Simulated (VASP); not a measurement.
OSZICAR of a VASP run on Os (hcp):

### OSZICAR
```
       N       E                     dE             d eps       ncg     rms          rms(c)
DAV:   1     0.943082770080E+02    0.94308E+02   -0.73131E+03  2880   0.120E+03
DAV:   2    -0.174411918974E+02   -0.11175E+03   -0.10070E+03  3116   0.382E+02
DAV:   3    -0.237903770272E+02   -0.63492E+01   -0.58773E+01  3508   0.747E+01
DAV:   4    -0.239316389501E+02   -0.14126E+00   -0.14049E+00  3048   0.114E+01
DAV:   5    -0.239333269511E+02   -0.16880E-02   -0.16876E-02  3364   0.102E+00    0.224E+01
DAV:   6    -0.228212142214E+02    0.11121E+01   -0.12433E+00  3096   0.103E+01    0.101E+01
DAV:   7    -0.224998921490E+02    0.32132E+00   -0.85107E-01  3328   0.833E+00    0.443E-01
DAV:   8    -0.224941474436E+02    0.57447E-02   -0.74708E-03  2940   0.704E-01    0.269E-01
DAV:   9    -0.224919375874E+02    0.22099E-02   -0.14441E-03  3096   0.452E-01    0.564E-02
DAV:  10    -0.224919769562E+02   -0.39369E-04   -0.63442E-05  3192   0.804E-02    0.999E-03
DAV:  11    -0.224919451635E+02    0.31793E-04   -0.71176E-06  2964   0.313E-02    0.860E-04
DAV:  12    -0.224919445795E+02    0.58403E-06   -0.12824E-07  1504   0.396E-03
   1 F= -.22491945E+02 E0= -.22491487E+02  d E =-.224919E+02
```

Q: Which electronic solver shows in the log?

A: It is blocked Davidson (ALGO = Normal, or the opening steps of other solvers). The INCAR had ALGO = Normal.

Q: Can the final energy be trusted as converged?

A: The run converged. It stopped with EDIFF = 1E-6, NELM = 100, NSW = 60 and EDIFFG = -0.01 after 1 ionic step (PBE GGA, plane waves, VASP's PBE PAW potentials (set 64)).

The compound is Os in the hcp structure. It was relaxed first. The start is the result of an earlier pass.
